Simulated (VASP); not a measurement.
# Ga4CN4 (a cell with a defect) in VASP: a series of runs

One crystal, Ga4CN4 (a cell with a defect), is run at these levels: PBE; tasks: single point.

Program: VASP 6.6.1. These are calculated values, not measurements. Logs are shortened: lines on timing, memory, paths and dates and some standing lists are left out, and cuts for length are marked.

**1. Starting point**

The cell holds a defect, 9 atoms: a = 6.374 Å, b = 6.374 Å, c = 3.187 Å, α = 60.00°, β = 60.00°, γ = 60.00°.

**2. Single point, PBE**

Input file INCAR:

```
SYSTEM = Ga4CN4
  PREC = Accurate
  ENCUT = 520
  EDIFF = 1E-6
  ISMEAR = -1
  SIGMA = 0.1
  LREAL = .False.
  LASPH = .True.
  NELM = 100
  ALGO = Normal
  ISIF = 2
  LWAVE = .False.
  LCHARG = .False.
  GGA = PE
  NBANDS = 48
```

Input file KPOINTS:

```
Automatic mesh
0
Gamma
  4 4 4
  0 0 0
```

Input file POSCAR:

```
Ga4CN4
1.0
    0.0000000000      4.5070000000      4.5070000000
    4.5070000000      0.0000000000      4.5070000000
    2.2535000000      2.2535000000      0.0000000000
Ga N C
4 4 1
Direct
    0.0000000000      0.0000000000      0.0000000000
    0.0000000000      0.5000000000      0.0000000000
    0.5000000000      0.0000000000      0.0000000000
    0.5000000000      0.5000000000      0.0000000000
    0.3750000000      0.3750000000      0.7500000000
    0.3750000000      0.8750000000      0.7500000000
    0.8750000000      0.3750000000      0.7500000000
    0.8750000000      0.8750000000      0.7500000000
    0.1253780785      0.1253780785      0.2492438429
```

Potentials or basis: VASP PAW PBE potentials, release 64 (Ga_d, N, C).

Launch:

```
cat potpaw_PBE.64/Ga_d/POTCAR potpaw_PBE.64/N/POTCAR potpaw_PBE.64/C/POTCAR > POTCAR
mpirun -np 1 vasp_std > vasp.out
```

OUTCAR:

```text
SYSTEM = Ga4CN4
   PREC = Accurate
   ENCUT = 520
   EDIFF = 1E-6
   ISMEAR = -1
   LREAL = .False.
   LASPH = .True.
   NELM = 100
   ISIF = 2
   GGA = PE

 ion  position               nearest neighbor table
   1  0.000  0.000  0.000-   8 1.95   6 1.95   7 1.95   8 1.95   9 1.95   9 1.95
   2  0.000  0.500  0.000-   9 1.95   5 1.95   7 1.95   8 1.95   7 1.95
   3  0.500  0.000  0.000-   9 1.95   5 1.95   6 1.95   8 1.95   6 1.95
   4  0.500  0.500  0.000-   5 1.95   5 1.95   6 1.95   7 1.95
   5  0.375  0.375  0.750-   2 1.95   3 1.95   4 1.95   4 1.95
   6  0.375  0.875  0.750-   1 1.95   3 1.95   4 1.95   3 1.95
   7  0.875  0.375  0.750-   1 1.95   2 1.95   4 1.95   2 1.95
   8  0.875  0.875  0.750-   1 1.95   2 1.95   3 1.95   1 1.95
   9  0.125  0.125  0.249-   2 1.95   3 1.95   1 1.95   1 1.95

  LATTYP: Found a base centered orthorhombic cell.
 ALAT       =     6.3738605256
 B/A-ratio  =     1.4142135624
 C/A-ratio  =     0.5000000000

  Lattice vectors:

 A1 = (  -2.2535000000,   2.2535000000,  -4.5070000000)
 A2 = (  -2.2535000000,   2.2535000000,   4.5070000000)
 A3 = (   2.2535000000,   2.2535000000,   0.0000000000)

Analysis of symmetry for initial positions (statically):
=====================================================================
 Subroutine PRICEL returns:
 Original cell was already a primitive cell.

 Routine SETGRP: Setting up the symmetry group for a
 base centered orthorhombic supercell.

 Subroutine GETGRP returns: Found  4 space group operations
 (whereof  4 operations were pure point group operations)
 out of a pool of  8 trial point group operations.

The static configuration has the point symmetry C_2v.

Analysis of symmetry for dynamics (positions and initial velocities):
=====================================================================
 Subroutine PRICEL returns:
 Original cell was already a primitive cell.

 Routine SETGRP: Setting up the symmetry group for a
 base centered orthorhombic supercell.

 Subroutine GETGRP returns: Found  4 space group operations
 (whereof  4 operations were pure point group operations)
 out of a pool of  8 trial point group operations.

The dynamic configuration has the point symmetry C_2v.

 Subroutine INISYM returns: Found  4 space group operations
 (whereof  4 operations are pure point group operations),
 and found     1 'primitive' translations

[... 110 lines left out ...]
   ISIF   =      2    stress and relaxation
   ISYM   =      2    0-nonsym 1-usesym 2-fastsym
   POTIM  = 0.5000    time-step for ionic-motion
   TEBEG  =    0.0;   TEEND  =   0.0 temperature during run
   PSTRESS=    0.0 pullay stress
   NELECT =      76.0000    total number of electrons
   NUPDOWN=      -1.0000    fix difference up-down
   EMIN   =  10.00;   EMAX   =-10.00  energy-range for DOS
   EFERMI =   0.00;   METHOD = LEGACY
   ISMEAR =    -1;   SIGMA  =   0.10  broadening in eV -4-tet -1-fermi 0-gaus
   EFERMI_NEDOS =   21; number of points for ismear=-14 and -15
   IALGO  =     38    algorithm
   IMIX   =      4    mixing-type and parameters
     AMIX     =   0.40;   BMIX     =  1.00
     AMIX_MAG =   1.60;   BMIX_MAG =  1.00
  volume/ion in A,a.u.               =      10.17        68.65
  Fermi-wavevector in a.u.,A,eV,Ry     =   1.538598  2.907528 32.208848  2.367284
  Thomas-Fermi vector in A             =   2.644944
   LORBIT       =      0    0 simple, 1 ext, 2 COOP (PROOUT), +10 PAW based schemes
   GGA     = PE    functional components
   LHFCALC =     F    Hartree Fock is set to
   AEXX    =    0.0000 exact exchange contribution
   IVDW    =     0    specifies the selected vdW correction
   LEPSILON=     F    determine dielectric tensor
   LRPA    =     F    only Hartree local field effects (RPA)
 non-spin polarized calculation
  energy-cutoff  :      520.00
  volume of cell :       91.55
 maximum number of plane-waves:      2492
   NGX = 23   NGY = 23   NGZ = 11

 number of electron      76.0000016 magnetization

 Free energy of the ion-electron system (eV)
  ---------------------------------------------------
  ext. energy  EPLUGINS =         0.00000000
  ---------------------------------------------------
  free energy    TOTEN  =       -47.26938841 eV

  energy without entropy =      -47.18348912  energy(sigma->0) =      -47.22643877

 E-fermi :   8.1309     XC(G=0): -12.1552

 val. band max:        8.1288352251   @ k =   0.0000   0.0000   0.0000
 cond. band min:       8.1472802604   @ k =  -0.2500   0.2500   0.5000
 fundamental gap:      0.0184450353
 Fermi energy:         8.1309383630

 k-point     1 :       0.0000    0.0000    0.0000
  band No.  band energies     occupation
      1     -10.8427      2.00000
      2      -9.3039      2.00000
      3      -9.2361      2.00000
      4      -8.9796      2.00000
      5      -7.6039      2.00000
      6      -7.6002      2.00000
[... 1060 lines left out ...]
     47      14.7121      0.00000
     48      15.5488      0.00000

------------------------ aborting loop because EDIFF is reached ----------------------------------------

  FORCE on cell =-STRESS in cart. coord.  units (eV):
  Direction    XX          YY          ZZ          XY          YZ          ZX
  --------------------------------------------------------------------------------------
  -------------------------------------------------------------------------------------
  Total       18.3560451     18.3560451     20.1597301      0.6496344      0.0000000      0.0000000
  in kB      321.2380824    321.2380824    352.8032858     11.3688602      0.0000000      0.0000000
  external PRESSURE =     331.7598168 kB  Pullay stress =       0.0000000 kB

 VOLUME and BASIS-vectors are now :
 -----------------------------------------------------------------------------
  energy-cutoff  :      520.00
  volume of cell :       91.55
      direct lattice vectors                 reciprocal lattice vectors
     0.000000000  4.507000000  4.507000000    -0.110938540  0.110938540  0.110938540
     4.507000000  0.000000000  4.507000000     0.110938540 -0.110938540  0.110938540
     2.253500000  2.253500000  0.000000000     0.221877080  0.221877080 -0.221877080

 POSITION                                       TOTAL-FORCE (eV/Angst)
 -----------------------------------------------------------------------------------
      0.00000      0.00000      0.00000         0.000000      0.000000     -1.562338
      2.25350      0.00000      2.25350         1.081350     -1.081350      0.715799
      0.00000      2.25350      2.25350        -1.081350      1.081350      0.715799
      2.25350      2.25350      4.50700         0.000000      0.000000      0.335802
      3.38025      3.38025      3.38025         0.000000      0.000000      2.022960
      5.63375      3.38025      5.63375        -1.556953      1.556953     -0.032524
      3.38025      5.63375      5.63375         1.556953     -1.556953     -0.032524
      5.63375      5.63375      7.88725         0.000000      0.000000     -2.165638
      1.12675      1.12675      1.13016         0.000000      0.000000      0.002663
 -----------------------------------------------------------------------------------
    total drift:                               -0.000004     -0.000004      0.000025

  FREE ENERGIE OF THE ION-ELECTRON SYSTEM (eV)
  ---------------------------------------------------
  free  energy   TOTEN  =       -47.2693884133 eV

  energy  without entropy=      -47.1834891185  energy(sigma->0) =      -47.22643877
```

Run time: 53 s. Hardware: 1 thread of Intel Xeon 6975P-C (Granite Rapids), shared host; peak memory 0.25 GiB.

Results:

```yaml
Free_energy: -47.2694 eV
Pressure: 33.2 GPa
Largest_force: 2.202 eV/Å
Band_gap_on_the_k_mesh: none (metal or under the smearing width)
```

Forces in eV/Å, atoms in the order of the input:
```
Ga   0.000  0.000 -1.562
Ga   1.081 -1.081  0.716
Ga  -1.081  1.081  0.716
Ga   0.000  0.000  0.336
N    0.000  0.000  2.023
N   -1.557  1.557 -0.033
N    1.557 -1.557 -0.033
N    0.000  0.000 -2.166
C    0.000  0.000  0.003
```

Caveat: the k mesh is coarse (spacing up to 0.60 Å⁻¹), so the values aren't converged; a pressure of tens of GPa on the cell as given is suspect, and the run, the potentials or the cell itself is likely at fault.

**3. Single point, PBE**

Input file INCAR:

```
SYSTEM = Ga4CN4
PREC = Accurate
ENCUT = 520
EDIFF = 1E-7
ISMEAR = -1
SIGMA = 0.1
LREAL = .False.
LASPH = .True.
NELM = 100
ALGO = Fast
ISIF = 2
LWAVE = .False.
LCHARG = .False.
GGA = PE
NBANDS = 48
```

Input file KPOINTS:

```
regular mesh
0
Gamma
  4 4 4
  0 0 0
```

Changes to POSCAR since step 2:

```diff
@@ -16,2 +16,2 @@
     0.8750000000      0.8750000000      0.7500000000
-    0.1253780785      0.1253780785      0.2492438429
+    0.1571271356      0.0613936099      0.2638801864
```

Potentials or basis: VASP PAW PBE potentials, release 64 (Ga_d, N, C).

Launch:

```
cat potpaw_PBE.64/Ga_d/POTCAR potpaw_PBE.64/N/POTCAR potpaw_PBE.64/C/POTCAR > POTCAR
mpirun -np 1 vasp_std > vasp.out
```

Wall time 2.1 min (1 thread of Intel Xeon 6975P-C (Granite Rapids), shared host); peak memory 0.3 GiB.

The run converged. Its results:

| Item | Value |
| --- | --- |
| Free energy | -46.8709 eV |
| Pressure | 34.9 GPa |
| Largest force | 4.269 eV/Å |
| Band gap on the k mesh | none (metal or under the smearing width) |

Forces on the atoms (eV/Å):
```
Ga   0.605 -2.140 -2.185
Ga  -0.179  0.200 -0.765
Ga  -1.606  1.962  3.434
Ga  -0.422  0.470  0.056
N    0.249 -0.237  1.863
N   -1.181  1.924 -0.418
N    1.029 -1.355  0.161
N    0.370 -0.104 -2.880
C    1.135 -0.719  0.734
```

Stress tensor (GPa, compression positive):
```
28.53  3.92 -4.38
 3.92 34.93  6.68
-4.38  6.68 41.30
```

Levels at points of the mesh, in eV from the Fermi level:
```tsv
k point	band 34	band 35	band 36	band 37	band 38	band 39	band 40	band 41	band 42	band 43
(0.00, 0.00, 0.00)	-3.30	-2.46	-2.41	-2.27	-1.20	-0.51	0.11	0.21	3.57	3.79
(0.50, 0.00, 0.00)	-3.03	-2.97	-2.77	-2.65	-1.47	0.55	0.68	2.17	2.67	4.27
(0.00, 0.50, 0.00)	-3.27	-2.82	-2.58	-2.54	-1.35	0.11	0.49	2.24	2.53	4.29
(0.50, 0.50, 0.00)	-3.74	-3.27	-3.14	-2.76	-0.82	0.65	0.84	2.31	3.54	4.39
(0.00, 0.00, 0.50)	-3.42	-3.38	-3.24	-3.19	-0.40	-0.35	1.03	1.13	3.60	4.08
(0.50, 0.00, 0.50)	-4.51	-4.32	-4.07	-2.99	-0.70	1.21	1.33	3.08	3.42	4.70
(0.00, 0.50, 0.50)	-4.82	-3.93	-3.89	-3.01	-0.74	1.11	1.49	3.16	3.45	4.69
(0.50, 0.50, 0.50)	-5.40	-3.52	-3.35	-1.86	0.22	0.31	1.47	3.93	4.04	4.84
```

Caveat: the k mesh is coarse (spacing up to 0.60 Å⁻¹), so the values aren't converged; a pressure of tens of GPa on the cell as given is suspect, and the run, the potentials or the cell itself is likely at fault.

**4. Single point, PBE**

Input file INCAR:

```
ALGO = Fast ; EDIFF = 1E-6
ENCUT = 520 ; GGA = PE
ISIF = 2 ; ISMEAR = -1
LASPH = True ; LCHARG = False
LREAL = False ; LWAVE = False
NBANDS = 48 ; NELM = 100
PREC = Accurate ; SIGMA = 0.1
```

Input file KPOINTS:

```
k-points
0
Gamma
  4 4 4
```

Changes to POSCAR since step 3:

```diff
@@ -16,2 +16,2 @@
     0.8750000000      0.8750000000      0.7500000000
-    0.1571271356      0.0613936099      0.2638801864
+    0.1856889283     -0.0022032394      0.2796827158
```

Potentials or basis: VASP PAW PBE potentials, release 64 (Ga_d, N, C).

Launch:

```
cat potpaw_PBE.64/Ga_d/POTCAR potpaw_PBE.64/N/POTCAR potpaw_PBE.64/C/POTCAR > POTCAR
mpirun -np 1 vasp_std > vasp.out
```

OUTCAR:

```text
EDIFF = 1E-6
   ENCUT = 520
   GGA = PE
   ISIF = 2
   ISMEAR = -1
   LASPH = True
   LREAL = False
   NELM = 100
   PREC = Accurate

 ion  position               nearest neighbor table
   1  0.000  0.000  0.000-   9 1.79   6 1.95   7 1.95   8 1.95   8 1.95   9 1.99
   2  0.000  0.500  0.000-   7 1.95   5 1.95   7 1.95   8 1.95
   3  0.500  0.000  0.000-   9 1.74   5 1.95   6 1.95   8 1.95   6 1.95
   4  0.500  0.500  0.000-   5 1.95   5 1.95   6 1.95   7 1.95
   5  0.375  0.375  0.750-   2 1.95   3 1.95   4 1.95   4 1.95
   6  0.375  0.875  0.750-   9 1.81   1 1.95   3 1.95   4 1.95   3 1.95
   7  0.875  0.375  0.750-   1 1.95   2 1.95   4 1.95   2 1.95
   8  0.875  0.875  0.750-   1 1.95   2 1.95   3 1.95   1 1.95
   9  0.186  0.998  0.280-   3 1.74   1 1.79   6 1.81   1 1.99

  LATTYP: Found a base centered orthorhombic cell.
 ALAT       =     6.3738605256
 B/A-ratio  =     1.4142135624
 C/A-ratio  =     0.5000000000

  Lattice vectors:

 A1 = (  -2.2535000000,   2.2535000000,  -4.5070000000)
 A2 = (  -2.2535000000,   2.2535000000,   4.5070000000)
[... 192 lines left out ...]

 val. band max:        8.0225977553   @ k =   0.0000   0.5000   0.0000
 cond. band min:       8.0869977029   @ k =   0.0000   0.5000   0.2500
 fundamental gap:      0.0643999476
 Fermi energy:         8.0601422804

 k-point     1 :       0.0000    0.0000    0.0000
  band No.  band energies     occupation
      1     -11.8110      2.00000
      2      -9.6983      2.00000
      3      -9.1313      2.00000
      4      -8.7247      2.00000
      5      -8.0390      2.00000
      6      -8.0036      2.00000
[... 1213 lines left out ...]
     47      14.6717      0.00000
     48      15.4825      0.00000

 [... further k-points ...]
[... 5 lines left out ...]
  --------------------------------------------------------------------------------------
  -------------------------------------------------------------------------------------
  Total       13.9114756     21.4151992     26.0954729      2.7644742      6.9375549     -3.9157846
  in kB      243.4563505    374.7744940    456.6811440     48.3793961    121.4099670    -68.5277864
  external PRESSURE =     358.3039962 kB  Pullay stress =       0.0000000 kB

 VOLUME and BASIS-vectors are now :
 -----------------------------------------------------------------------------
  energy-cutoff  :      520.00
  volume of cell :       91.55
      direct lattice vectors                 reciprocal lattice vectors
     0.000000000  4.507000000  4.507000000    -0.110938540  0.110938540  0.110938540
     4.507000000  0.000000000  4.507000000     0.110938540 -0.110938540  0.110938540
     2.253500000  2.253500000  0.000000000     0.221877080  0.221877080 -0.221877080

 POSITION                                       TOTAL-FORCE (eV/Angst)
 -----------------------------------------------------------------------------------
      0.00000      0.00000      0.00000         1.048158     -4.247358     -2.169171
      2.25350      0.00000      2.25350        -0.455291      0.449674     -1.019976
      0.00000      2.25350      2.25350        -1.255871      2.198628      6.021713
      2.25350      2.25350      4.50700        -0.707608      0.690715     -0.175129
      3.38025      3.38025      3.38025         0.311551     -0.269333      1.462452
      5.63375      3.38025      5.63375        -0.402469      2.417237     -0.917470
      3.38025      5.63375      5.63375         0.632761     -1.006761      0.128691
      5.63375      5.63375      7.88725         0.849610     -0.249830     -3.376542
      5.12734      1.46716      5.33397        -0.020841      0.017029      0.045432
 -----------------------------------------------------------------------------------
    total drift:                                0.000106     -0.000317      0.000053

  FREE ENERGIE OF THE ION-ELECTRON SYSTEM (eV)
  ---------------------------------------------------
  free  energy   TOTEN  =       -46.5872269870 eV

  energy  without entropy=      -46.5261145951  energy(sigma->0) =      -46.55667079
```

It took 1.9 min on 1 thread of Intel Xeon 6975P-C (Granite Rapids), shared host; peak memory 0.3 GiB.

What came out:

```yaml
Free_energy: -46.5872 eV
Pressure: 35.8 GPa
Largest_force: 6.532 eV/Å
Band_gap_on_the_k_mesh: none (metal or under the smearing width)
```

Forces on the atoms (eV/Å):
```
Ga   1.048 -4.247 -2.169
Ga  -0.455  0.450 -1.020
Ga  -1.256  2.199  6.022
Ga  -0.708  0.691 -0.175
N    0.312 -0.269  1.462
N   -0.402  2.417 -0.917
N    0.633 -1.007  0.129
N    0.850 -0.250 -3.377
C   -0.021  0.017  0.045
```

Caveat: the k mesh is coarse (spacing up to 0.60 Å⁻¹), so the values aren't converged; a pressure of tens of GPa on the cell as given is suspect, and the run, the potentials or the cell itself is likely at fault.
